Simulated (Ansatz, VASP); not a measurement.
# W (W(111)): VASP beside Ansatz, part 2 of 2

Aim: how closely do two programs agree when they are given the same cell, functional and k mesh? The cell is taken from a series of runs on this material, whose earlier steps may have relaxed, scaled, displaced or heated it; both programs get it as it stands.

VASP 6.6.1 and Ansatz 0.2.0.

So far: Set-up; VASP: single point, LDA; Ansatz: single point, LDA.

## Step 4: Side by side

Known differences besides the potentials themselves: the two LDA forms differ slightly; the data sets hold 154 valence electrons in Ansatz (on its default PAW (the set named soft_2) files) and 66 in VASP; the cutoff is 420 eV in Ansatz and 520 eV in VASP; VASP's log shows a relativistic correction to its local exchange, Ansatz's none. Total energies have different zeros and are not compared.

Compared:

```
                                   quantity  Ansatz  VASP  difference
 work function, lower of the two faces (eV)    4.24  4.26       -0.02
work function, higher of the two faces (eV)    4.24  4.26       -0.02
```

With vacuum in the cell, a pressure given here is an average over mostly empty space and none of the material.

## Step 5: VASP: single point, PBEsol

With cell and atoms fixed, the geometry can't cause a difference; cores, projectors, grids and the points listed under the comparison can.

The input, INCAR:

```
SYSTEM = W
PREC = Accurate
ENCUT = 520
EDIFF = 1E-06
NELM = 120
ISMEAR = -1
SIGMA = 0.1
LREAL = .FALSE.
ALGO = Normal
GGA = PS
NBANDS = 44
LASPH = .TRUE.
LORBIT = 11
LWAVE = .FALSE.
LCHARG = .FALSE.
ISIF = 2
LDIPOL = .TRUE.
IDIPOL = 3
DIPOL = 0.5 0.5 0.5
LVHAR = .TRUE.
GGA_COMPAT = .FALSE.
NELMDL = -8
KPAR = 2
```

The input, POSCAR:

```
W
1.0
    4.4689148571      0.0000000000      0.0000000000
    2.2344574285      3.8701937936      0.0000000000
    0.0000000000      0.0000000000     27.1221342532
W
11
Direct
    0.6666666667      0.6666666667      0.3318322930
    0.0000000000      0.0000000000      0.3654658344
    0.3333333333      0.3333333333      0.3990993758
    0.6666666667      0.6666666667      0.4327329172
    0.0000000000      0.0000000000      0.4663664586
    0.3333333333      0.3333333333      0.5000000000
    0.6666666667      0.6666666667      0.5336335414
    0.0000000000      0.0000000000      0.5672670828
    0.3333333333      0.3333333333      0.6009006242
    0.6666666667      0.6666666667      0.6345341656
    0.0000000000      0.0000000000      0.6681677070
```

The input, KPOINTS:

```
Automatic mesh
0
Gamma
11 11 1
0 0 0
```

The projector-augmented-wave data sets are W (PBE family, release 64).

On the command line:

```bash
$ mpirun -np 2 vasp_std
```

Numbers of over 12 decimals in the logs are rounded to 6 here.

The log of the run:

```text
[banner, memory and clock lines left out]
running    2 mpi-ranks, on    1 nodes
[...]
|                                                                             |
|               ----> ADVICE to this user running VASP <----                  |
|                                                                             |
|     You enforced a specific xc type in the INCAR file but a different       |
|     [... a line on the potential file left out ...]
|     I HOPE YOU KNOW WHAT YOU ARE DOING!                                     |
|                                                                             |

 LDA part: xc-table for (Slater+PW92), standard interpolation
 POSCAR, INCAR and KPOINTS ok, starting setup
[...]
entering main loop
       N       E                     dE             d eps       ncg     rms          rms(c)
DAV:   1     0.333367884526E+03    0.33337E+03   -0.24475E+04  1408   0.119E+03
DAV:   2    -0.105594269656E+03   -0.43896E+03   -0.41411E+03  2000   0.259E+02
DAV:   3    -0.150678605195E+03   -0.45084E+02   -0.43321E+02  1760   0.794E+01
DAV:   4    -0.153888168398E+03   -0.32096E+01   -0.31551E+01  2304   0.183E+01
[...]
DAV:  32    -0.143190974597E+03   -0.29344E-05   -0.50807E-07  1008   0.215E-03    0.190E-03
DAV:  33    -0.143190976892E+03   -0.22949E-05   -0.25498E-07   912   0.208E-03    0.242E-03
DAV:  34    -0.143190977015E+03   -0.12331E-06   -0.21491E-07  1040   0.180E-03
   1 F= -.14319098E+03 E0= -.14305935E+03  d E =-.263244E+00
```

Parts of OUTCAR (step 5):

```text
  Total      -19.4260969    -19.4260969    -16.9756164      0.0000000      0.0000000     -0.0000000
  in kB      -66.3494733    -66.3494733    -57.9799026      0.0000000      0.0000000     -0.0000000
  external PRESSURE =     -63.5596164 kB  Pullay stress =       0.0000000 kB

 POSITION                                       TOTAL-FORCE (eV/Angst)
 -----------------------------------------------------------------------------------
      4.46891      2.58013      9.00000         0.000000      0.000000      3.042641
      0.00000      0.00000      9.91221        -0.000000      0.000000      0.240355
      2.23446      1.29006     10.82443         0.000000     -0.000000     -1.303930
      4.46891      2.58013     11.73664         0.000000      0.000000     -1.290285
      0.00000      0.00000     12.64885         0.000000      0.000000     -0.422728
      2.23446      1.29006     13.56107         0.000000      0.000000      0.000000
      4.46891      2.58013     14.47328        -0.000000      0.000000      0.422728
      0.00000      0.00000     15.38549        -0.000000     -0.000000      1.290285
      2.23446      1.29006     16.29771        -0.000000      0.000000      1.303930
      4.46891      2.58013     17.20992         0.000000     -0.000000     -0.240355
      0.00000      0.00000     18.12213        -0.000000      0.000000     -3.042641
 -----------------------------------------------------------------------------------
    total drift:                               -0.000000     -0.000000     -0.000000

  FREE ENERGIE OF THE ION-ELECTRON SYSTEM (eV)
  ---------------------------------------------------
  free  energy   TOTEN  =      -143.1909770154 eV

  energy  without entropy=     -142.9277325453  energy(sigma->0) =     -143.05935478

[... 2 parts as in an earlier step ...]

[... 1 further part left out ...]
[key lines of the parts left out:]
E-fermi :   0.2862
```

## Step 6: Ansatz: single point, PBEsol

The same cell, functional, mesh and smearing now go to Ansatz, which takes its cutoff from its data sets.

The cell is taken from a series of runs on this material, whose earlier steps may have relaxed, scaled, displaced or heated it; both programs get it as it stands.

The input, input.yaml:

```yaml
crystal:
  lattice:
    - [4.4689148571, 0.0, 0.0]
    - [2.2344574285, 3.8701937936, 0.0]
    - [0.0, 0.0, 27.1221342532]
  atoms:
    - { symbol: W, position: [0.6666666667, 0.6666666667, 0.331832293] }
    - { symbol: W, position: [0.0, 0.0, 0.3654658344] }
    - { symbol: W, position: [0.3333333333, 0.3333333333, 0.3990993758] }
    - { symbol: W, position: [0.6666666667, 0.6666666667, 0.4327329172] }
    - { symbol: W, position: [0.0, 0.0, 0.4663664586] }
    - { symbol: W, position: [0.3333333333, 0.3333333333, 0.5] }
    - { symbol: W, position: [0.6666666667, 0.6666666667, 0.5336335414] }
    - { symbol: W, position: [0.0, 0.0, 0.5672670828] }
    - { symbol: W, position: [0.3333333333, 0.3333333333, 0.6009006242] }
    - { symbol: W, position: [0.6666666667, 0.6666666667, 0.6345341656] }
    - { symbol: W, position: [0.0, 0.0, 0.668167707] }
kpoints:
  mp_grid: { grid: [11, 11, 1] }
hamiltonian:
  xc: pbesol
scf:
  occupations: { method: fermi_dirac, width: 0.1 }
  convergence: { dr2_threshold: 1.0e-09 }
efield:
  axis: 3
  dipole_correction: true
  ramp_position: 0.97
  ramp_width: 0.06
output:
  write_potential: true
  write_density: true
  volumetric_format: npy
```

On the command line:

```bash
$ ansatz run input.yaml --threads 4 --pin off --max-ram 6144MiB --backend cpu --events-out ev --progress --plain --runs-dir out
```

The log of the run:

```text
[...]
Crystal: 11 atoms, lattice volume = 469.093 Å³
Basis set: ecut = 420 eV, 9205 PW (Γ)
Bands: 93, of which v1, the nominal top of the filled ones, is band 77 counted from 1 (76 counted from 0)
Symmetry: 6 space group operations
k-points: 16 of 121 (time reversal used)
[...]
k-point 0: bands = [... 73 lower, 4.6828, 4.6828, 4.9887, 5.2117, 5.9959, 6.3841, 7.3816, 7.3816, ... 12 higher]
  k-point 1: bands = [... 73 lower, 4.7359, 4.7855, 5.0205, 5.3010, 6.0348, 6.4141, 7.2814, 7.3021, ... 12 higher]
  k-point 2: bands = [... 73 lower, 4.9159, 5.0127, 5.2651, 5.5370, 6.1654, 6.4457, 6.8688, 6.9585, ... 12 higher]
  k-point 15: bands = [... 73 lower, 5.0165, 5.0197, 5.0845, 5.2784, 6.0760, 6.1483, 6.3915, 6.5302, ... 12 higher]
[key lines of the parts left out:]
SCF converged after 11 iterations
Free energy (F): -112812.879691 eV
Fermi energy:    5.807004 eV
Dipole field:    D = -0.000000 V/Å  (p = -0.000000 e·Å, saw-weighted, corrected)
Work function:   Φ+ = 4.0399 eV   Φ− = 4.0399 eV
```

## Step 7: Comparison

What differs besides the data sets and the points named for the pairs above, as far as they apply: the data sets hold 154 valence electrons in Ansatz (on its default PAW (the set named soft_2) files) and 66 in VASP; Ansatz makes its cores anew for this functional, VASP keeps those of its PBE data sets. Total energies have different zeros and are not compared.

Compared:

```csv
quantity,Ansatz,VASP,difference
"work function, lower of the two faces (eV)",4.04,4.06,-0.02
"work function, higher of the two faces (eV)",4.04,4.06,-0.02
```

With vacuum in the cell, a pressure given here is an average over mostly empty space and none of the material.

## Step 8: VASP: single point, RPBE

With cell and atoms fixed, the geometry can't cause a difference; cores, projectors, grids and the points listed under the comparison can.

INCAR, as its differences from that of step 5:

```diff
@@ -9,3 +9,3 @@
 ALGO = Normal
-GGA = PS
+GGA = RP
 NBANDS = 44
```

POSCAR is that of step 5.

KPOINTS is that of step 5.

On the command line:

```bash
$ mpirun -np 2 vasp_std
```

The log of the run:

```text
[banner, memory and clock lines left out]
running    2 mpi-ranks, on    1 nodes
[...]
[... a notice as in an earlier step ...]

 LDA part: xc-table for (Slater+PW92), standard interpolation
 POSCAR, INCAR and KPOINTS ok, starting setup
[...]
entering main loop
       N       E                     dE             d eps       ncg     rms          rms(c)
DAV:   1     0.343591735033E+03    0.34359E+03   -0.24425E+04  1408   0.119E+03
DAV:   2    -0.896591786758E+02   -0.43325E+03   -0.40898E+03  1992   0.256E+02
DAV:   3    -0.135306939658E+03   -0.45648E+02   -0.43844E+02  1768   0.789E+01
DAV:   4    -0.138499722446E+03   -0.31928E+01   -0.31308E+01  2304   0.183E+01
[...]
DAV:  30    -0.128986097012E+03   -0.63053E-05   -0.20957E-06  1272   0.506E-03    0.400E-03
DAV:  31    -0.128986100354E+03   -0.33424E-05   -0.46364E-07   976   0.393E-03    0.180E-03
DAV:  32    -0.128986100899E+03   -0.54445E-06   -0.37849E-07   968   0.204E-03
   1 F= -.12898610E+03 E0= -.12885516E+03  d E =-.261881E+00
```

From OUTCAR (step 8):

```text
  Total       -6.7876051     -6.7876051     -6.5733689      0.0000000      0.0000000     -0.0000000
  in kB      -23.1829392    -23.1829392    -22.4512193      0.0000000      0.0000000     -0.0000000
  external PRESSURE =     -22.9390326 kB  Pullay stress =       0.0000000 kB

 POSITION                                       TOTAL-FORCE (eV/Angst)
 -----------------------------------------------------------------------------------
      4.46891      2.58013      9.00000        -0.000000      0.000000      2.300732
      0.00000      0.00000      9.91221         0.000000      0.000000     -0.114272
      2.23446      1.29006     10.82443         0.000000      0.000000     -1.482627
      4.46891      2.58013     11.73664        -0.000000     -0.000000     -1.320975
      0.00000      0.00000     12.64885         0.000000      0.000000     -0.421914
      2.23446      1.29006     13.56107         0.000000     -0.000000      0.000000
      4.46891      2.58013     14.47328        -0.000000     -0.000000      0.421914
      0.00000      0.00000     15.38549         0.000000      0.000000      1.320975
      2.23446      1.29006     16.29771        -0.000000     -0.000000      1.482627
      4.46891      2.58013     17.20992        -0.000000     -0.000000      0.114272
      0.00000      0.00000     18.12213        -0.000000     -0.000000     -2.300732
 -----------------------------------------------------------------------------------
    total drift:                               -0.000000     -0.000000     -0.000000

  FREE ENERGIE OF THE ION-ELECTRON SYSTEM (eV)
  ---------------------------------------------------
  free  energy   TOTEN  =      -128.9861008989 eV

  energy  without entropy=     -128.7242194794  energy(sigma->0) =     -128.85516019

[... 2 parts as in an earlier step ...]

[... 1 further part left out ...]
[key lines of the parts left out:]
E-fermi :   0.5263
```

## Step 9: Ansatz: single point, RPBE

The same cell, functional, mesh and smearing now go to Ansatz, which takes its cutoff from its data sets.

The cell is taken from a series of runs on this material, whose earlier steps may have relaxed, scaled, displaced or heated it; both programs get it as it stands.

input.yaml, as its differences from that of step 6:

```diff
@@ -20,3 +20,3 @@
 hamiltonian:
-  xc: pbesol
+  xc: rpbe
 scf:
```

On the command line:

```bash
$ ansatz run input.yaml --threads 4 --pin off --max-ram 6144MiB --backend cpu --events-out ev --progress --plain --runs-dir out
```

The log of the run:

```text
[...]
Crystal: 11 atoms, lattice volume = 469.093 Å³
Basis set: ecut = 420 eV, 9205 PW (Γ)
Bands: 93, of which v1, the nominal top of the filled ones, is band 77 counted from 1 (76 counted from 0)
Symmetry: 6 space group operations
k-points: 16 of 121 (time reversal used)
[...]
k-point 0: bands = [... 73 lower, 4.9233, 4.9233, 5.2354, 5.4640, 6.2411, 6.6236, 7.6483, 7.6483, ... 12 higher]
  k-point 1: bands = [... 73 lower, 4.9750, 5.0273, 5.2654, 5.5508, 6.2799, 6.6541, 7.5482, 7.5696, ... 12 higher]
  k-point 2: bands = [... 73 lower, 5.1500, 5.2542, 5.5054, 5.7814, 6.4110, 6.6870, 7.1409, 7.2168, ... 12 higher]
  k-point 15: bands = [... 73 lower, 5.2572, 5.2596, 5.3264, 5.5183, 6.3316, 6.4103, 6.6432, 6.7900, ... 12 higher]
[key lines of the parts left out:]
SCF converged after 11 iterations
Free energy (F): -114365.116625 eV
Fermi energy:    6.051378 eV
Dipole field:    D = -0.000000 V/Å  (p = -0.000000 e·Å, saw-weighted, corrected)
Work function:   Φ+ = 3.8067 eV   Φ− = 3.8067 eV
```

## Step 10: Side by side

What differs besides the data sets and the points named for the pairs above, as far as they apply: the data sets hold 154 valence electrons in Ansatz (on its default PAW (the set named soft_2) files) and 66 in VASP. Total energies have different zeros and are not compared.

Both answers:

| quantity | Ansatz | VASP | difference |
| --- | --- | --- | --- |
| work function, lower of the two faces (eV) | 3.81 | 3.83 | -0.02 |
| work function, higher of the two faces (eV) | 3.81 | 3.83 | -0.02 |

With vacuum in the cell, a pressure given here is an average over mostly empty space and none of the material.

## Step 11: What came out

* difference in work function, lower of the two faces (single point, LDA): -0.018 eV
* difference in work function, lower of the two faces (single point, PBEsol): -0.023 eV
* difference in work function, lower of the two faces (single point, RPBE): -0.022 eV

In words: The difference in work function, lower of the two faces is -0.018 eV (single point, LDA). The data sets hold unlike numbers of valence electrons (154 in Ansatz and 66 in VASP), so part of the differences comes from the potentials. 1 further run of this series is not shown here. Such differences can come from data sets, numerical settings and the points named under the comparisons, not from the functional's error against experiment.

[Lines on the potential files, build, host, timing and source positions are cut from VASP's logs without a mark.]

[Logs are printed without paths, hosts, clocks, repeated set-up lines and the standing remarks that a program may print on its own settings, such as how far it seeks lower states.]

[Hosts, paths, dates, database ids (printed as entryN), source tags and the programs' standing remarks are cut or masked in the printed files.]
